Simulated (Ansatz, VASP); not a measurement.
## GaAs: VASP beside Ansatz

One calculation is typed for both programs; each brings its own data sets. How far apart do they land? The cell is taken from a series of runs on this material, whose earlier steps may have relaxed, scaled, displaced or heated it; both programs get it as it stands.

Main program and level: Ansatz 0.2.0; plane waves, with VASP 6.6.1 beside it; single point at LDA.

## (1) The structure

The structure is cubic, space group F-43m (No. 216). Conventional cell: a = 5.713 Å, b = 5.713 Å, c = 5.713 Å, α = 90.00°, β = 90.00°, γ = 90.00°. Nearest to Ga lie 4 As at 2.47 Å. Nearest to As lie 4 Ga at 2.47 Å. Farther neighbours are not listed.

Coordinates:

```xyz
2
Lattice="0.0000 2.8565 2.8565 2.8565 0.0000 2.8565 2.8565 2.8565 0.0000" Properties=species:S:1:pos:R:3 pbc="T T T"
Ga    0.0000    0.0000    0.0000
As    4.2848    4.2848    4.2848
```

## (2) VASP: single point, LDA

With cell and atoms fixed, the geometry can't cause a difference; cores, projectors, grids and the points listed under the comparison can.

Lines of VASP's logs that name or quote its potential files are left out, and so is its time.

Contents of INCAR:

```
SYSTEM = GaAs
PREC = Accurate
ENCUT = 500
EDIFF = 1E-06
NELM = 120
ISMEAR = 0
SIGMA = 0.02
LREAL = .FALSE.
ALGO = Normal
GGA = PW92
NBANDS = 15
LORBIT = 11
LWAVE = .FALSE.
LCHARG = .FALSE.
ISIF = 2
LASPH = .TRUE.
GGA_COMPAT = .FALSE.
```

Contents of POSCAR:

```
GaAs
1.0
    0.0000000000      2.8565095439      2.8565095439
    2.8565095439      0.0000000000      2.8565095439
    2.8565095439      2.8565095439      0.0000000000
Ga As
1 1
Direct
    0.0000000000      0.0000000000      0.0000000000
    0.7500000000      0.7500000000      0.7500000000
```

Contents of KPOINTS:

```
Automatic mesh
0
Gamma
12 12 12
0 0 0
```

Potentials, in the order of the species: Ga_d and As (LDA family, release 64).

Run with:

```bash
$ mpirun -np 1 vasp_std
```

Numbers of over 12 decimals in the logs are rounded to 6 here.

The program printed:

```text
[banner, memory and clock lines left out]
running    1 mpi-ranks, on    1 nodes
 distrk:  each k-point on    1 cores,    1 groups
 distr:  one band on    1 cores,    1 groups

 POSCAR found type information on POSCAR GaAs
 POSCAR found :  2 types and       2 ions
|                                                                             |
|               ----> ADVICE to this user running VASP <----                  |
|                                                                             |
|     You enforced a specific xc type in the INCAR file but a different       |
|     [... a line on the potential file left out ...]
|     I HOPE YOU KNOW WHAT YOU ARE DOING!                                     |
|                                                                             |

 LDA part: xc-table for (Slater(with rela. corr.)+PW92), standard interpolation
 POSCAR, INCAR and KPOINTS ok, starting setup
 FFT: planning ... GRIDC
 FFT: planning ... GRID_SOFT
 FFT: planning ... GRID
 WAVECAR not read
 entering main loop
       N       E                     dE             d eps       ncg     rms          rms(c)
DAV:   1     0.791988396752E+02    0.79199E+02   -0.88541E+03  2208   0.159E+03
DAV:   2    -0.362752653942E+01   -0.82826E+02   -0.79584E+02  2419   0.303E+02
DAV:   3    -0.972514866000E+01   -0.60976E+01   -0.60741E+01  2601   0.675E+01
DAV:   4    -0.982156593212E+01   -0.96417E-01   -0.96397E-01  2562   0.946E+00
DAV:   5    -0.982312139551E+01   -0.15555E-02   -0.15554E-02  2776   0.105E+00    0.287E+00
DAV:   6    -0.964836240081E+01    0.17476E+00   -0.22565E-01  3316   0.825E+00    0.167E+00
DAV:   7    -0.961120387223E+01    0.37159E-01   -0.58416E-02  3051   0.180E+00    0.517E-01
DAV:   8    -0.960789872636E+01    0.33051E-02   -0.83099E-03  2741   0.104E+00    0.902E-02
DAV:   9    -0.960788391774E+01    0.14809E-04   -0.67865E-04  2679   0.349E-01    0.430E-02
DAV:  10    -0.960789024595E+01   -0.63282E-05   -0.35925E-05  3015   0.561E-02    0.225E-02
DAV:  11    -0.960789525101E+01   -0.50051E-05   -0.65780E-06  2510   0.406E-02    0.197E-03
DAV:  12    -0.960789513981E+01    0.11120E-06   -0.39433E-07  1787   0.914E-03
   1 F= -.96078951E+01 E0= -.96078951E+01  d E =-.533112E-07
```

From OUTCAR (step 2):

```text
ion  position               nearest neighbor table
   1  0.000  0.000  0.000-   2 2.47   2 2.47   2 2.47   2 2.47
   2  0.750  0.750  0.750-   1 2.47   1 2.47   1 2.47   1 2.47

  LATTYP: Found a face centered cubic cell.
 ALAT       =     5.7130190878

 Subroutine GETGRP returns: Found 24 space group operations
 (whereof 24 operations were pure point group operations)

The static configuration has the point symmetry T_d .

 Found     72 irreducible k-points:

   k-points           NKPTS =     72   k-points in BZ     NKDIM =     72   number of bands    NBANDS=     15

   dimension x,y,z NGX =    30 NGY =   30 NGZ =   30
   dimension x,y,z NGXF=    60 NGYF=   60 NGZF=   60

   ENCUT  =  500.0 eV  36.75 Ry    6.06 a.u.   7.37  7.37  7.37*2*pi/ulx,y,z

   NELECT =      18.0000    total number of electrons

 k-points in reciprocal lattice and weights: Automatic mesh
   0.00000000  0.00000000  0.00000000       0.001
   0.08333333  0.00000000  0.00000000       0.005
   0.16666667  0.00000000  0.00000000       0.005
   0.25000000  0.00000000  0.00000000       0.005
   0.33333333  0.00000000  0.00000000       0.005
   0.41666667  0.00000000  0.00000000       0.005
   0.50000000  0.00000000  0.00000000       0.002
   0.08333333  0.08333333  0.00000000       0.003
   0.16666667  0.08333333  0.00000000       0.014
[...]
-0.33333333  0.50000000  0.16666667       0.007
  -0.25000000  0.50000000  0.25000000       0.003

 average (electrostatic) potential at core
       1 -67.7808       2 -54.0665

 E-fermi :   3.5617

 k-point     1 :       0.0000    0.0000    0.0000
  band No.  band energies     occupation
    ...
      5     -11.2980      2.00000
      6      -9.0345      2.00000
      7       3.5105      1.99971
      8       3.5105      1.99971
      9       3.5105      1.99971
     10       3.6088      0.00087
     11       7.1774      0.00000
     12       7.1774      0.00000
     13       7.1774      0.00000
     14      10.7554      0.00000
    ...

 k-point     2 :       0.0833    0.0000    0.0000
  band No.  band energies     occupation
    ...
      5     -11.2981      2.00000
      6      -8.9567      2.00000
      7       2.1854      2.00000
      8       3.4018      2.00000
      9       3.4018      2.00000
     10       4.5862      0.00000
     11       7.2969      0.00000
     12       7.3395      0.00000
     13       7.3395      0.00000
     14      11.2260      0.00000
    ...

 k-point     3 :       0.1667    0.0000    0.0000
  band No.  band energies     occupation
    ...
      5     -11.2982      2.00000
      6      -8.7298      2.00000
      7       0.7440      2.00000
      8       3.1453      2.00000
      9       3.1453      2.00000
     10       4.8906      0.00000
     11       7.7045      0.00000
     12       7.7045      0.00000
     13       7.9906      0.00000
     14      12.1305      0.00000
    ...

  Total       -1.0396447     -1.0396447     -1.0396447      0.0000000      0.0000000     -0.0000000
  in kB      -35.7320960    -35.7320960    -35.7320960      0.0000000      0.0000000     -0.0000000
  external PRESSURE =     -35.7320960 kB  Pullay stress =       0.0000000 kB

  energy-cutoff  :      500.00
  volume of cell :       46.62
      direct lattice vectors                 reciprocal lattice vectors
     0.000000000  2.856509544  2.856509544    -0.175038799  0.175038799  0.175038799
     2.856509544  0.000000000  2.856509544     0.175038799 -0.175038799  0.175038799
     2.856509544  2.856509544  0.000000000     0.175038799  0.175038799 -0.175038799

 POSITION                                       TOTAL-FORCE (eV/Angst)
 -----------------------------------------------------------------------------------
      0.00000      0.00000      0.00000        -0.000000     -0.000000     -0.000000
      4.28476      4.28476      4.28476         0.000000      0.000000      0.000000
 -----------------------------------------------------------------------------------
    total drift:                               -0.000000     -0.000000     -0.000000

  FREE ENERGIE OF THE ION-ELECTRON SYSTEM (eV)
  ---------------------------------------------------
  free  energy   TOTEN  =        -9.6078951398 eV

  energy  without entropy=       -9.6078950865  energy(sigma->0) =       -9.60789511

 total charge
# of ion       s       p       d       tot
------------------------------------------
    1        0.896   0.775   9.988  11.658
    2        1.222   1.569   0.029   2.820
--------------------------------------------------
tot          2.118   2.344  10.016  14.478

[... 3 further parts left out ...]
```

The run ends at a pressure of -3.57 GPa.

## (3) Ansatz: single point, LDA

Ansatz runs on its PAW soft_1 files.

The same cell, functional (in two slightly different forms), mesh and smearing now go to Ansatz, which takes its cutoff from its data sets.

Contents of input.yaml:

```yaml
crystal:
  lattice:
    - [0.0, 2.8565095439, 2.8565095439]
    - [2.8565095439, 0.0, 2.8565095439]
    - [2.8565095439, 2.8565095439, 0.0]
  atoms:
    - { symbol: Ga, position: [0.0, 0.0, 0.0] }
    - { symbol: As, position: [0.75, 0.75, 0.75] }
kpoints:
  mp_grid: { grid: [12, 12, 12] }
hamiltonian:
  xc: lda
  pseudopotentials: { kind: paw, azcp: { folder: soft_1 }, xc_functional: pbe }
scf:
  occupations: { method: gaussian, width: 0.02 }
output:
  forces: true
  stress: true
  eigenvalues: true
```

Run with:

```bash
$ ansatz run input.yaml --threads 4 --pin off --max-ram 10240MiB --backend cpu --events-out ev --progress --plain --runs-dir out
```

The program printed:

```text
Engine: ansatz 0.2.0, aarch64-unknown-linux-gnu
Pseudopotentials: kind: paw
Pseudopotential: Ga, paw, valence charge 13, recommended cutoff 420 eV (normal), soft_1/Ga.paw.azcp
Pseudopotential: As, paw, valence charge 15, recommended cutoff 420 eV (normal), soft_1/As.paw.azcp
Functional definition: SPW92
  exchange = slater_x
  correlation = pw_c
Crystal: 2 atoms, lattice volume = 46.616 Å³
Basis set: ecut = 420 eV, 941 PW (Γ)
Bands: 18, of which v1, the nominal top of the filled ones, is band 14 counted from 1 (13 counted from 0)
Symmetry: 24 space group operations
Space group: F-43m (ITA 216), of the structure as read, at distance tolerance 3.6e-5 Å
k-points: 72 of 1728 (time reversal used)
Non-local potential: Ga, projectors of the file, l = 0: 2, l = 1: 2, l = 2: 3, l = 3: 1
Non-local potential: As, projectors of the file, l = 0: 2, l = 1: 2, l = 2: 3, l = 3: 1
PAW form: soft (Blöchl's): semilocal exchange-correlation on the pseudo side does not see the compensation charge
PAW frozen core: Ga, regenerated for the run's functional, and the local potential with it (the file was generated under x = pbe(κ = 0.804, μ = 0.219515), c = pbe(β = 0.066725))
PAW frozen core: As, regenerated for the run's functional, and the local potential with it (the file was generated under x = pbe(κ = 0.804, μ = 0.219515), c = pbe(β = 0.066725))
PAW one-centre angular grid: Ga, 590 points (default); XC on 64 Gauss nodes
PAW one-centre angular grid: As, 590 points (default); XC on 64 Gauss nodes
Initial density: superposition of atomic densities (chi_scale 0.1, normalization cell, long waves kept (reshape's long-wave potential 0.00 eV rms))
Initial wavefunctions: pseudopotential atomic-orbital guess
Functional: x = slater, c = lda
SCF iter   1: F=—  HF=-8481.419964 eV  |F-HF|=—  |Δ(HF+E_count)|=         —  Δρ=4.05e-2  dr2=4.69e-1  ethr=3.10e-3  ⟨swp⟩=6.0  Hψ=6172  notcnv=0
preconditioner: auto → none  [insulator: Δε(μ)=0.125 eV  Ē_g=15.608 eV  σ=0.020 eV  W_gap=1.00  n_scr=14 (ndim 8)  ℏωp=23.1 eV  f_vac=0.003  D(μ)=0.00/eV (n_scr^D=0)  ε∞_Penn≈3.2]
SCF iter   2: F=—  HF=-8481.298716 eV  |F-HF|=—  |Δ(HF+E_count)|=   1.21e-1  Δρ=1.65e-2  dr2=7.44e-2  ethr=1.67e-3  ⟨swp⟩=2.0  Hψ=2160  notcnv=0
SCF iter   3: F=—  HF=-8481.281185 eV  |F-HF|=—  |Δ(HF+E_count)|=   1.75e-2  Δρ=5.80e-3  dr2=8.81e-3  ethr=2.66e-4  ⟨swp⟩=2.0  Hψ=2234  notcnv=0
SCF iter   4: F=—  HF=-8481.274232 eV  |F-HF|=—  |Δ(HF+E_count)|=   6.95e-3  Δρ=1.03e-3  dr2=1.68e-4  ethr=3.15e-5  ⟨swp⟩=2.6  Hψ=2309  notcnv=0
SCF iter   5: F=—  HF=-8481.274240 eV  |F-HF|=—  |Δ(HF+E_count)|=   7.81e-6  Δρ=2.04e-4  dr2=2.03e-5  ethr=6.00e-7  ⟨swp⟩=2.0  Hψ=2286  notcnv=0
SCF iter   6: F=—  HF=-8481.274233 eV  |F-HF|=—  |Δ(HF+E_count)|=   7.12e-6  Δρ=6.21e-5  dr2=1.09e-6  ethr=7.26e-8  ⟨swp⟩=2.0  Hψ=2304  notcnv=0
SCF iter   7: F=—  HF=-8481.274232 eV  |F-HF|=—  |Δ(HF+E_count)|=   3.02e-7  Δρ=1.45e-5  dr2=3.87e-8  ethr=3.57e-10  ⟨swp⟩=6.0  Hψ=6557  notcnv=0
SCF iter   8: F=-8481.274232 eV  HF=-8481.274232 eV  |F-HF|=7.48e-9  |Δ(HF+E_count)|=   1.45e-8  Δρ=3.87e-6  dr2=3.16e-9  ethr=1.38e-10  ⟨swp⟩=5.0  Hψ=5502  notcnv=0
SCF 1 converged in 8 iterations: F = -8481.274232 eV  dr2 = 3.16e-9
  greatest PAW one-centre occupation: 0.999 electrons in one spin orbital (limit 2), on the As atom at site 1 (counted from 0), in its partial waves of l = 2
SCF converged after 8 iterations
Free energy (F): -8481.274232 eV
Harris-Foulkes:  -8481.274232 eV  (|F-HF|=7.48e-9)
Internal energy: -8481.274230 eV  (E = F + TS)
E sigma→0 (E₀):  -8481.274231 eV
Entropy (-TS):   -0.000003 eV (-0.001 meV/atom)
Fermi energy:    7.233417 eV
--- Per-component energies (eV) ---
  E_band       = -340.961093
  E_kinetic    = 209.715116
  E_local      = -3712.901028  (includes V_loc(G=0)·N_el)
  E_nonlocal   = -481.409324
  E_hartree    = 2150.524034
  E_xc         = -133.037386
  E_vxc        = -130.087783  (∫ρ·V_xc dr)
  E_paw        = -3847.262646  (= ΣΔE_a)
  E_vpaw       = -527.322661  (= ΣTr[D̂ρ^β])
  E_aug_tail   = -0.000192  (compensation charges beyond the density's cutoff)
  E_ewald      = -2670.706513
  E_core_change = 3.803710  (= ΣΔE_core)
  E_smearing   = -0.000003  (= −TS)
  E_closure    = -0.000000  (closes the sum)
  Σ components = -8481.274232   (vs F -8481.274232, Δ=0.00e0)
--- Forces (eV/Å), atoms counted from 1 ---
  atom   1  Ga     0.00000000    -0.00000000     0.00000000
  atom   2  As     0.00000000    -0.00000000    -0.00000000
  max |Σ_I F_I| component: 1.97e-17 eV/Å
--- Stress (GPa, compression-positive) ---
       -3.773803      -0.000000       0.000000
       -0.000000      -3.773803       0.000000
        0.000000       0.000000      -3.773803
  P = ⅓ Tr σ = -3.7738 GPa (-37.738 kbar)
--- Band table (eV; the first three rows and the last of 72) ---
  k-point 0: bands = [... 10 lower, -5.3616, 7.2012, 7.2012, 7.2012, 7.2592, 10.8798, 10.8798, 10.8798]
  k-point 1: bands = [... 10 lower, -5.2838, 5.8610, 7.0928, 7.0928, 8.2543, 10.9958, 11.0417, 11.0417]
  k-point 2: bands = [... 10 lower, -5.0572, 4.4236, 6.8369, 6.8369, 8.5633, 11.4064, 11.4064, 11.6805]
  k-point 71: bands = [... 10 lower, -2.9576, 0.6472, 3.7911, 3.9805, 11.5894, 11.8184, 12.4004, 13.1423]
```

The run ends at a pressure of -3.77 GPa.

## (4) Comparison

Known differences besides the potentials themselves: the data sets hold 28 valence electrons in Ansatz (on its PAW soft_1 files) and 18 in VASP; the cutoff is 420 eV in Ansatz and 500 eV in VASP; VASP's log shows a relativistic correction to its local exchange, Ansatz's none. Total energies have different zeros and are not compared.

Compared:

```csv
quantity,Ansatz,VASP,difference
pressure (GPa),-3.77,-3.57,-0.20
gap on the k mesh (eV),0.058,0.098,-0.040
```

A gap on the mesh is an upper bound, since the band edges may lie between its points.

## (5) Outcome

| Quantity | Value |
| --- | --- |
| difference in gap on the k mesh (single point, LDA) | -0.040 eV |

The difference in gap on the k mesh is -0.040 eV (single point, LDA), within the 0.08 eV picked in this series as the mark of a large difference. The data sets hold unlike numbers of valence electrons (28 in Ansatz and 18 in VASP), so part of the differences comes from the potentials. Such differences can come from data sets, numerical settings and the points named under the comparisons, not from the functional's error against experiment.

[Lines on the potential files, build, host, timing and source positions are cut from VASP's logs without a mark.]

[Logs are printed without paths, hosts, clocks, repeated set-up lines and the standing remarks that a program may print on its own settings, such as how far it seeks lower states.]

[Hosts, paths, dates, database ids (printed as entryN), source tags and the programs' standing remarks are cut or masked in the printed files.]
